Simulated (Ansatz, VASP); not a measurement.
# Two plane-wave programs on SiSb3

```
CELL_PARAMETERS angstrom
6.45739 0.00000 0.00000
-3.22870 5.59227 0.00000
0.00000 0.00000 5.29870
ATOMIC_POSITIONS crystal
Sb 0.90345 0.24922 0.25000
Sb 0.65423 0.90345 0.75000
Sb 0.75078 0.65423 0.25000
Sb 0.09655 0.75078 0.75000
Sb 0.34577 0.09655 0.25000
Sb 0.24922 0.34577 0.75000
Si 0.33333 0.66667 0.25000
Si 0.66667 0.33333 0.75000
```

Alike in both runs: functional PBEsol; k mesh 3 × 3 × 3; occupations gaussian, width 0.2864 eV; no spin polarisation.

Ansatz relaxed the structure, and its values are those at the end. VASP's run is a single point on that final structure, the one shown.

|  | VASP | Ansatz |
| --- | --- | --- |
| version | VASP 6.6.1 | Ansatz 0.2.0 |
| potentials or method | VASP PAW PBE potentials, release 64 (Sb, Si) | PAW plane waves |
| plane-wave cutoff (eV) | 520 | 420 |
| valence electrons in the cell | 38 | 98 |

Ansatz gave:

| Property | Result |
| --- | --- |
| gap on the k mesh at the Fermi level (eV) | none |
| pressure (GPa) | 0.0 |
| rms of the force components (eV/Å) | 0.000 |

Q: Estimate VASP's values.

A: gap on the k mesh at the Fermi level (eV): none; pressure (GPa): 0.0; rms of the force components (eV/Å): 0.009.

A gap of «none» marks a metal or a gap that the smearing closes. The functional is the same, so the differences come from potentials, cutoffs and numerics. The two sets of potentials don't hold the same shells in valence. Ansatz warned: «structure_snapped_to_symmetry».

Caveats: the k mesh is coarse (spacing up to 0.40 Å⁻¹), so the values aren't converged; the PAW data sets were made with another functional, which shifts forces and pressure a little (VASP). The runs have no spin-orbit coupling, so splittings on Sb are missing.
